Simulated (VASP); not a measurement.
Output of a VASP run:

**OUTCAR**
```
 ion  position               nearest neighbor table
   1  0.667  0.333  0.338-   2 2.45   2 2.45   2 2.45
   2  0.333  0.667  0.419-   1 2.45   1 2.45   1 2.45   3 2.45   3 2.45   3 2.45
   3  0.000  0.000  0.500-   2 2.45   4 2.45   2 2.45   4 2.45   4 2.45   2 2.45
   4  0.667  0.333  0.581-   5 2.45   5 2.45   5 2.45   3 2.45   3 2.45   3 2.45
   5  0.333  0.667  0.662-   4 2.45   4 2.45   4 2.45
  LATTYP: Found a hexagonal cell.
 ALAT       =     2.4470455194
 C/A-ratio  =    10.1089607299
 Subroutine PRICEL returns:
 Original cell was already a primitive cell.
 Subroutine GETGRP returns: Found 12 space group operations
The static configuration has the point symmetry D_3d.
The dynamic configuration has the point symmetry D_3d.
The overall configuration has the point symmetry D_3d.
 Subroutine INISYM returns: Found 12 space group operations
 Subroutine IBZKPT returns following result:
 Found     21 irreducible k-points:

 Following reciprocal coordinates:
            Coordinates               Weight
  0.000000  0.000000  0.000000      1.000000
  0.076923 -0.000000  0.000000      6.000000
  0.153846  0.000000  0.000000      6.000000
  0.230769  0.000000  0.000000      6.000000
  0.307692  0.000000  0.000000      6.000000
  0.384615 -0.000000  0.000000      6.000000
  0.461538 -0.000000  0.000000      6.000000
  0.076923  0.076923  0.000000      6.000000
  0.153846  0.076923  0.000000     12.000000
  0.230769  0.076923  0.000000     12.000000
  0.307692  0.076923  0.000000     12.000000
  0.384615  0.076923  0.000000     12.000000
  0.461538  0.076923  0.000000      6.000000
  0.153846  0.153846  0.000000      6.000000
  0.230769  0.153846  0.000000     12.000000
  0.307692  0.153846  0.000000     12.000000
  0.384615  0.153846  0.000000     12.000000
  0.230769  0.230769  0.000000      6.000000
  0.307692  0.230769  0.000000     12.000000
  0.384615  0.230769  0.000000      6.000000
  0.307692  0.307692  0.000000      6.000000
   k-points           NKPTS =     21   k-points in BZ     NKDIM =     21   number of bands    NBANDS=     32
   number of dos      NEDOS =    301   number of ions     NIONS =      5
   total plane-waves  NPLWV =  18144
   dimension x,y,z NGX =    12 NGY =   12 NGZ =  126
   dimension x,y,z NGXF=    24 NGYF=   24 NGZF=  252
   ions per type =               5
   PREC   = normal    normal or accurate (medium, high low for compatibility)
   ISTART =      0    job   : 0-new  1-cont  2-samecut
   ICHARG =      2    charge: 1-file 2-atom 10-const
   ISPIN  =      2    spin polarized calculation?
   LNONCOLLINEAR =      F non collinear calculations
   LSORBIT =      F    spin-orbit coupling
   INIWAV =      1    electr: 0-lowe 1-rand  2-diag
   ENCUT  =  400.0 eV  29.40 Ry    5.42 a.u.   3.99  3.99 40.34*2*pi/ulx,y,z
   NELM   =    100;   NELMIN=  4; NELMDL= -5     # of ELM steps
   EDIFF  = 0.1E-04   stopping-criterion for ELM
   LREAL  =      F    real-space projection
   NLSPLINE    = F    spline interpolate recip. space projectors
   LMAXMIX     =    4 max onsite mixed and CHGCAR
   VOSKOWN=      0    Vosko Wilk Nusair interpolation
   EDIFFG = -.3E-01   stopping-criterion for IOM
   NSW    =     50    number of steps for IOM
   NBLOCK =      1;   KBLOCK =     50    inner block; outer block
   IBRION =      2    ionic relax: 0-MD 1-quasi-New 2-CG
   NFREE  =      1    steps in history (QN), initial steepest desc. (CG)
   ISIF   =      2    stress and relaxation
   ISYM   =      2    0-nonsym 1-usesym 2-fastsym
   TEIN   =    0.0    initial temperature
   TEBEG  =    0.0;   TEEND  =   0.0 temperature during run
   SMASS  =  -3.00    Nose mass-parameter (am)
   PSTRESS=    0.0 pullay stress
   NELECT =      50.0000    total number of electrons
   EFERMI =   0.00;   METHOD = LEGACY
   ISMEAR =     1;   SIGMA  =   0.10  broadening in eV -4-tet -1-fermi 0-gaus
   IALGO  =     38    algorithm
   LDIAG  =      T    sub-space diagonalisation (order eigenvalues)
   IMIX   =      4    mixing-type and parameters
     AMIX     =   0.40;   BMIX     =  1.00
...
```

### OSZICAR
```
...
DAV:   3    -0.292103698380E+02    0.36886E-02   -0.23966E-02  3080   0.336E+00    0.393E-01
DAV:   4    -0.292116314326E+02   -0.12616E-02   -0.12848E-02  3568   0.185E+00    0.756E-01
DAV:   5    -0.292101080154E+02    0.15234E-02   -0.72940E-03  3104   0.147E+00    0.924E-02
DAV:   6    -0.292101509048E+02   -0.42889E-04   -0.31380E-04  3752   0.252E-01    0.752E-02
DAV:   7    -0.292101595383E+02   -0.86334E-05   -0.12918E-04  2936   0.231E-01    0.697E-02
DAV:   8    -0.292101534405E+02    0.60978E-05   -0.36194E-05  1928   0.111E-01
   2 F= -.29210153E+02 E0= -.29210478E+02  d E =-.290469E-02  mag=     3.1045
       N       E                     dE             d eps       ncg     rms          rms(c)
DAV:   1    -0.292101777611E+02   -0.18223E-04   -0.26542E-01  2688   0.286E+00    0.144E-01
DAV:   2    -0.292117005819E+02   -0.15228E-02   -0.82963E-03  4032   0.176E+00    0.591E-01
DAV:   3    -0.292105126259E+02    0.11880E-02   -0.66862E-03  3056   0.182E+00    0.174E-01
DAV:   4    -0.292109495486E+02   -0.43692E-03   -0.33867E-03  3712   0.958E-01    0.420E-01
DAV:   5    -0.292104799671E+02    0.46958E-03   -0.22213E-03  3152   0.805E-01    0.495E-02
DAV:   6    -0.292104972271E+02   -0.17260E-04   -0.87047E-05  2904   0.135E-01    0.370E-02
DAV:   7    -0.292105046906E+02   -0.74634E-05   -0.35690E-05  1856   0.120E-01
   3 F= -.29210505E+02 E0= -.29210811E+02  d E =-.325594E-02  mag=     3.1045
       N       E                     dE             d eps       ncg     rms          rms(c)
DAV:   1    -0.292105058757E+02   -0.86486E-05   -0.13352E-03  2824   0.217E-01    0.145E-02
DAV:   2    -0.292105479784E+02   -0.42103E-04   -0.19064E-04  2512   0.233E-01    0.120E-01
DAV:   3    -0.292105092489E+02    0.38730E-04   -0.20368E-04  2360   0.256E-01    0.219E-02
DAV:   4    -0.292105113303E+02   -0.20814E-05   -0.16726E-05  1632   0.856E-02
   4 F= -.29210511E+02 E0= -.29210823E+02  d E =-.326258E-02  mag=     3.1044
       N       E                     dE             d eps       ncg     rms          rms(c)
DAV:   1    -0.292107617430E+02   -0.25249E-03   -0.89232E-02  2688   0.164E+00    0.102E-01
DAV:   2    -0.292134602164E+02   -0.26985E-02   -0.12815E-02  3536   0.199E+00    0.968E-01
DAV:   3    -0.292107553641E+02    0.27049E-02   -0.11000E-02  3192   0.185E+00    0.940E-02
DAV:   4    -0.292109148631E+02   -0.15950E-03   -0.86843E-04  4072   0.577E-01    0.160E-01
DAV:   5    -0.292108217797E+02    0.93083E-04   -0.33432E-04  3048   0.409E-01    0.202E-02
DAV:   6    -0.292108135052E+02    0.82744E-05   -0.28496E-05  2136   0.446E-02
   5 F= -.29210814E+02 E0= -.29211130E+02  d E =-.302175E-03  mag=     3.1045
       N       E                     dE             d eps       ncg     rms          rms(c)
DAV:   1    -0.292107948112E+02    0.26968E-04   -0.80368E-01  2688   0.494E+00    0.318E-01
DAV:   2    -0.292375880763E+02   -0.26793E-01   -0.12535E-01  3584   0.627E+00    0.302E+00
DAV:   3    -0.292111155924E+02    0.26472E-01   -0.98021E-02  3168   0.586E+00    0.275E-01
DAV:   4    -0.292122045951E+02   -0.10890E-02   -0.83455E-03  4176   0.175E+00    0.489E-01
DAV:   5    -0.292113518565E+02    0.85274E-03   -0.32496E-03  3000   0.125E+00    0.621E-02
DAV:   6    -0.292112892403E+02    0.62616E-04   -0.26655E-04  2824   0.133E-01    0.547E-02
DAV:   7    -0.292112485807E+02    0.40660E-04   -0.10669E-04  2816   0.212E-01    0.387E-02
DAV:   8    -0.292112465347E+02    0.20460E-05   -0.11463E-05  1672   0.666E-02
   6 F= -.29211247E+02 E0= -.29211587E+02  d E =-.735204E-03  mag=     3.1047
```

File OUTCAR:
```
------------------------ aborting loop because EDIFF is reached ----------------------------------------
  FORCE on cell =-STRESS in cart. coord.  units (eV):
  Direction    XX          YY          ZZ          XY          YZ          ZX
  --------------------------------------------------------------------------------------
  Total       -1.8558275     -1.8558274     -0.3561498      0.0000000      0.0000000      0.0000000
  in kB      -23.1784787    -23.1784769     -4.4481559      0.0000000      0.0000000      0.0000000
  external PRESSURE =     -16.9350372 kB  Pullay stress =       0.0000000 kB
  volume of cell :      128.28
      direct lattice vectors                 reciprocal lattice vectors
     2.447045519  0.000000000  0.000000000     0.408656068  0.235937700  0.000000000
    -1.223522760  2.119203499  0.000000000     0.000000000  0.471875401  0.000000000
     0.000000000  0.000000000 24.737087060     0.000000000  0.000000000  0.040425132
 POSITION                                       TOTAL-FORCE (eV/Angst)
 -----------------------------------------------------------------------------------
      1.22352      0.70640      8.39480         0.000000     -0.000000      0.011128
     -0.00000      1.41280     10.36815        -0.000000      0.000000      0.020325
      0.00000      0.00000     12.36854         0.000000      0.000000     -0.000000
      1.22352      0.70640     14.36894         0.000000      0.000000     -0.020325
     -0.00000      1.41280     16.34228        -0.000000      0.000000     -0.011128
 -----------------------------------------------------------------------------------
    total drift:                                0.000000      0.000000      0.000000
  FREE ENERGIE OF THE ION-ELECTRON SYSTEM (eV)
  ---------------------------------------------------
  free  energy   TOTEN  =       -29.2112465347 eV

  energy  without entropy=      -29.2122664575  energy(sigma->0) =      -29.21158651

 total charge

# of ion       s       p       d       tot
------------------------------------------
    1        0.512   0.423   8.321   9.255
    2        0.520   0.548   8.339   9.407
    3        0.522   0.544   8.334   9.400
    4        0.520   0.548   8.339   9.407
    5        0.512   0.423   8.321   9.255
--------------------------------------------------
tot          2.585   2.486  41.652  46.724

 magnetization (x)

# of ion       s       p       d       tot
------------------------------------------
    1       -0.007  -0.026   0.669   0.636
    2       -0.007  -0.026   0.671   0.637
    3       -0.008  -0.028   0.651   0.616
    4       -0.007  -0.026   0.671   0.637
    5       -0.007  -0.026   0.669   0.636
--------------------------------------------------
tot         -0.036  -0.133   3.331   3.162

 reached required accuracy - stopping structural energy minimisation
```
(Selected blocks of OUTCAR.)

File POSCAR:
```
Ni(111) slab
1
    2.4470455194    -0.0000000000    -0.0000000000
   -1.2235227597     2.1192034991     0.0000000000
    0.0000000000     0.0000000000    24.7370870599
Ni
5
Direct
  0.6666670000   0.3333330000   0.3384610000
  0.3333330000   0.6666670000   0.4192300000
  0.0000000000   0.0000000000   0.5000000000
  0.6666670000   0.3333330000   0.5807700000
  0.3333330000   0.6666670000   0.6615390000
```

Question: Write an INCAR and KPOINTS that could have produced this output.

Answer: Several could match; the one computed here: the input of the run itself, PBEsol GGA, plane waves, VASP's PBE PAW potentials (set 64).

**KPOINTS**
```
Regular mesh
0
gamma
13 13 1
```

### INCAR
```
ALGO=Normal
DIPOL=0.5 0.5 0.5
EDIFF=1E-5
EDIFFG=-0.03
ENCUT=400
GGA=PS
IBRION=2
IDIPOL=3
ISIF=2
ISMEAR=1
ISPIN=2
LASPH=T
LCHARG=F
LDIPOL=T
LMAXMIX=4
LORBIT=10
LREAL=F
LWAVE=T
MAGMOM=5*0.8
NELM=100
NELMIN=4
NSW=50
PREC=Normal
SIGMA=0.1
SYSTEM=Ni(111) slab
```

POTCAR, in this order: Ni (PBE.64 set). Program: vasp_std.

The cell is a thin slab with vacuum, built from Ni (fcc): (111) face.
